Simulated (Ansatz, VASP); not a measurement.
**NaMg2Si2: VASP beside Ansatz**

Contents of INCAR:

```
SYSTEM = NaMg2Si2
PREC     = Accurate       ! precision mode
ENCUT    = 600            ! plane-wave cutoff, eV
EDIFF    = 1E-6           ! SCF threshold, eV
ISMEAR   = 0              ! smearing method
SIGMA    = 0.1            ! smearing width, eV
LREAL    = .False.        ! projectors in reciprocal space
LASPH    = .True.         ! aspherical terms in the spheres
NELM     = 100            ! most SCF steps
ALGO     = Normal         ! electronic algorithm
ISIF     = 3              ! what is computed and relaxed
LWAVE    = .False.        ! write WAVECAR
LCHARG   = .False.        ! write CHGCAR
GGA      = PE             ! functional
IBRION   = 2              ! ionic algorithm
NSW      = 100            ! ionic steps
EDIFFG   = -0.01          ! ionic threshold
```

Contents of KPOINTS:

```
regular mesh
0
Gamma
  12 12 8
  0 0 0
```

POSCAR

```
NaMg2Si2
1.0
    5.3566272018      0.0000000000      0.0000000000
   -2.6783136009      4.6389752353      0.0000000000
    0.0000000000      0.0000000000      5.1509054190
Na Mg Si
1 2 2
Direct
    0.0000000000      0.0000000000      0.5000000000
    0.3333333333      0.6666666667      0.5000000000
    0.6666666667      0.3333333333      0.5000000000
    0.3333333333      0.6666666667      0.0000000000
    0.6666666667      0.3333333333      0.0000000000
```

Input for Ansatz:

```yaml
crystal:
  lattice:
    - [5.3566272018, 0.0, 0.0]
    - [-2.6783136009, 4.6389752353, 0.0]
    - [0.0, 0.0, 5.150905419]
  atoms:
    - { symbol: Na, position: [0.0, 0.0, 0.5] }
    - { symbol: Mg, position: [0.3333333333, 0.6666666667, 0.5] }
    - { symbol: Mg, position: [0.6666666667, 0.3333333333, 0.5] }
    - { symbol: Si, position: [0.3333333333, 0.6666666667, 0.0] }
    - { symbol: Si, position: [0.6666666667, 0.3333333333, 0.0] }
basis:
  ecutwfc: 420
kpoints:
  mp_grid: { grid: [12, 12, 8] }
hamiltonian:
  xc: pbe
scf:
  occupations: { method: gaussian, width: 0.1 }
output:
  forces: true
  stress: true
  eigenvalues: true
relax:
  adjacent_minimum: "off"
  f_tol: 0.01
  max_steps: 80
  cell: { stress_tol: 0.05 }
```

Alike in both runs: task relaxation of cell and atoms; functional PBE; k mesh 12 × 12 × 8; occupations gaussian, width 0.1 eV; no spin polarisation.

|  | VASP | Ansatz |
| --- | --- | --- |
| version | VASP 6.6.1 | Ansatz 0.2.0 |
| potentials or method | VASP PAW PBE potentials, release 64 (Na_pv, Mg, Si) | scalar-relativistic, plane waves, PAW |
| plane-wave cutoff (eV) | 600 | 420 |
| valence electrons in the cell | 19 | 37 |

Ansatz gave:

* gap on the k mesh at the Fermi level, each at its own relaxed structure (eV): none
* relaxed volume (Å³/atom): 25.62
* relaxed cell length with the largest relative difference (Å): 5.331
* energy change over the relaxation (meV/atom): -1

Task: Estimate VASP's values.

Result: gap on the k mesh at the Fermi level, each at its own relaxed structure (eV): none; relaxed volume (Å³/atom): 25.66; relaxed cell length with the largest relative difference (Å): 5.335; energy change over the relaxation (meV/atom): -1.

A gap of «none» marks a metal or a gap that the smearing closes. The two sets of potentials don't hold the same shells in valence.
